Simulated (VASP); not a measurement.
A convergence study with VASP on BN (zinc blende): one setting is varied, all else stays as given below, so the limit is that of these other settings. ε∞ is the independent-particle value.

```yaml
crystal:
  lattice:
    - [0.00000, 1.80750, 1.80750]
    - [1.80750, 0.00000, 1.80750]
    - [1.80750, 1.80750, 0.00000]
  atoms:
    - { symbol: B, position: [0.00000, 0.00000, 0.00000] }
    - { symbol: N, position: [0.25000, 0.25000, 0.25000] }
```

Method: LDA (Ceperley-Alder, Perdew-Zunger), VASP's LDA PAW potentials (set 64) (plane waves; VASP). The tightest run used: 700 eV cut-off, 10×10×10 Γ-centred mesh, Gaussian smearing of 0.050 eV, potentials B N.

Q: The settings run are NBANDS = 5; NBANDS = 6; NBANDS = 8; NBANDS = 12; NBANDS = 20; NBANDS = 36; NBANDS = 68; NBANDS = 132. From which on does the mean ε∞ stay within 0.3  of the tightest run?

A: From NBANDS = 8 on: it is off by 0.23 there and by no more than 0.3 in any finer run, while NBANDS = 6 is off by 0.90.
| setting | mean ε∞ | bands | difference judged () |
|---|---|---|---|
| NBANDS = 5 | 2.98 | 5 | 1.77 |
| NBANDS = 6 | 3.85 | 6 | 0.90 |
| NBANDS = 8 | 4.52 | 8 | 0.23 |
| NBANDS = 12 | 4.70 | 12 | 0.05 |
| NBANDS = 20 | 4.74 | 20 | 0.01 |
| NBANDS = 36 | 4.75 | 36 | 0.00 |
| NBANDS = 68 | 4.75 | 68 | 0.00 |
| NBANDS = 132 | 4.75 | 132 | 0.00 |

Left out are rungs that failed or repeat a setting and relaxations that didn't move; long series are thinned to 24 rows.

The compound is BN in the zinc blende structure. The cell was not relaxed at this level.
